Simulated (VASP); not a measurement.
**Al15VN16 (a cell with a defect): relaxation of the atoms with PBEsol+U**

The system is Al15VN16 (a cell with a defect).

```
CELL_PARAMETERS angstrom
6.22000 0.00000 0.00000
-3.11000 5.38668 0.00000
0.00000 0.00000 9.96000
ATOMIC_POSITIONS crystal
V 0.32865 0.16270 0.00036
Al 0.33237 0.16964 0.49965
Al 0.33059 0.66402 0.00055
Al 0.33431 0.65734 0.50034
Al 0.83508 0.16753 0.99723
Al 0.82709 0.16675 0.49721
Al 0.84014 0.66830 0.00290
Al 0.83560 0.66576 0.49918
Al 0.16550 0.33389 0.25285
Al 0.16716 0.33343 0.75049
Al 0.17042 0.83467 0.25057
Al 0.16781 0.83141 0.75266
Al 0.66670 0.34022 0.25037
Al 0.65906 0.33149 0.74935
Al 0.66852 0.83395 0.24882
Al 0.66115 0.83184 0.75147
N 0.33371 0.17317 0.19355
N 0.32854 0.16943 0.69077
N 0.33480 0.66387 0.18328
N 0.33067 0.66419 0.69193
N 0.83236 0.15909 0.19215
N 0.83136 0.16197 0.68913
N 0.82991 0.66835 0.19600
N 0.83166 0.66394 0.69208
N 0.16321 0.33445 0.44558
N 0.17305 0.32951 0.94834
N 0.16867 0.83735 0.44223
N 0.16512 0.82449 0.94603
N 0.66890 0.32791 0.43916
N 0.67589 0.33830 0.93632
N 0.66846 0.83008 0.44503
N 0.67312 0.83070 0.93551
```

The cell isn't the ideal one: atoms moved at random, drawn with an rms of 0.05 Å.

```
Program                : VASP 6.6.1
Task                   : relaxation of the atoms
Functional             : PBEsol
Potentials or basis    : VASP PAW PBE potentials, release 64 (V_sv, Al, N)
Cutoff                 : 450 eV
k mesh                 : 3 × 3 × 2
Occupations            : gaussian, width 0.03 eV
Spin                   : collinear spin, zero start
Fixed moment           : 0 μB
Hubbard terms          : V d U = 3 eV
Dq                     : 0
Further INCAR settings : LREAL = Auto; ALGO = Normal; EDIFF = 1e-05; ISYM = 0; IBRION = 2; EDIFFG = -0.03; NSW = 60
```

* Energy gained by relaxing: 28.7 meV/atom
* Ionic steps: 14
* Largest force after relaxing: 0.025 eV/Å
* Net moment: 0.00 μB per cell
* Valence electrons inside the program's atomic spheres: V 11.66; Al 0.81, 0.82; N 3.82, 3.83, 3.84, 3.85

Forces in eV/Å, atoms in the order of the input:
```
V   -0.008 -0.002 -0.010
Al   0.002  0.006  0.005
Al   0.003  0.003 -0.002
Al   0.001  0.000  0.019
Al   0.005  0.001 -0.011
Al   0.011 -0.004 -0.001
Al  -0.022  0.010 -0.003
Al   0.010 -0.005 -0.010
Al   0.000 -0.007 -0.018
Al   0.003  0.009  0.003
Al  -0.002 -0.006 -0.010
Al   0.000  0.002  0.014
Al   0.010 -0.005 -0.004
Al   0.007  0.001  0.008
Al  -0.004 -0.007 -0.005
Al   0.004  0.002  0.002
N    0.007 -0.006 -0.004
N    0.013  0.000  0.005
N    0.004  0.001  0.013
N    0.007  0.016  0.003
N   -0.007 -0.008  0.013
N   -0.005  0.002 -0.009
N   -0.006 -0.006  0.003
N   -0.002 -0.001 -0.013
N    0.007 -0.001 -0.010
N   -0.014  0.012 -0.001
N    0.016  0.004  0.002
N   -0.010 -0.004  0.015
N   -0.003 -0.007 -0.001
N   -0.009  0.002  0.007
N   -0.002 -0.002  0.009
N   -0.017  0.000 -0.010
```

Step by step:
```
step  energy change (eV)  largest force (eV/Å)  pressure (GPa)
   1              0.0000                3.6340            3.17
   2             -0.6560                1.5829            2.39
   3             -0.8235                0.7467            2.28
   4             -0.8840                0.3517            2.21
   5             -0.8847                0.3212            2.21
   6             -0.9044                0.1689            2.21
   7             -0.9054                0.2068            2.22
   8             -0.9140                0.0908            2.21
   9             -0.9144                0.1076            2.20
  10             -0.9181                0.0604            2.20
  11             -0.9182                0.0719            2.21
  12             -0.9194                0.0352            2.21
  13             -0.9195                0.0391            2.21
  14             -0.9199                0.0245            2.20
```

Final structure:
```xyz
32
Lattice="6.2200 0.0000 0.0000 -3.1100 5.3867 0.0000 0.0000 0.0000 9.9600" Properties=species:S:1:pos:R:3 pbc="T T T"
V     1.5615    0.8927    9.9217
Al    1.5558    0.8925    4.9860
Al    0.0029    3.5836    0.0147
Al    0.0043    3.5883    4.9819
Al    4.6701    0.8953    0.0155
Al    4.6648    0.8890    4.9838
Al    3.1192    3.5847    0.0152
Al    3.1060    3.5890    4.9845
Al    0.0020    1.7930    2.5112
Al   -0.0111    1.7953    7.4557
Al   -1.5512    4.4832    2.5104
Al   -1.5527    4.4674    7.4550
Al    3.1148    1.7936    2.5103
Al    3.1240    1.7966    7.4557
Al    1.5587    4.4861    2.4946
Al    1.5560    4.4820    7.4785
N     1.5590    0.8938    1.9775
N     1.5564    0.8909    6.9048
N     0.0021    3.5861    1.9128
N     0.0086    3.5873    6.8750
N     4.6689    0.8970    1.9129
N     4.6661    0.8826    6.8767
N     3.1158    3.5871    1.9132
N     3.1042    3.5892    6.8771
N    -0.0023    1.7921    4.4115
N    -0.0546    1.8240    9.3447
N    -1.5552    4.4805    4.4108
N    -1.5490    4.4135    9.3448
N     3.1133    1.7933    4.4111
N     3.1765    1.8262    9.3452
N     1.5556    4.4848    4.3896
N     1.5609    4.4832    9.3861
```

Eigenvalues of the final occupation matrices:
```
    site  spin  trace               eigenvalues
site 1 d     1   1.57  0.06 0.20 0.21 0.21 0.89
site 1 d     2   1.57  0.06 0.20 0.21 0.21 0.89
```

It took 29 min on 4 MPI ranks on Intel(R) Xeon(R) Platinum 8488C (Sapphire Rapids), with other jobs on the host, peak memory 0.78 GiB a rank.

Caveat: the k mesh is coarse (spacing up to 0.39 Å⁻¹), so the values aren't converged; the cutoff is under 1.25 times the usual one of these potentials, so pressure, stress and relaxed cells hold a basis-set (Pulay) error; the PAW data sets were made with another functional, which shifts forces and pressure a little; the total moment is fixed, so each spin has its own Fermi level. The state reached can hang on the start; a lower one may exist.
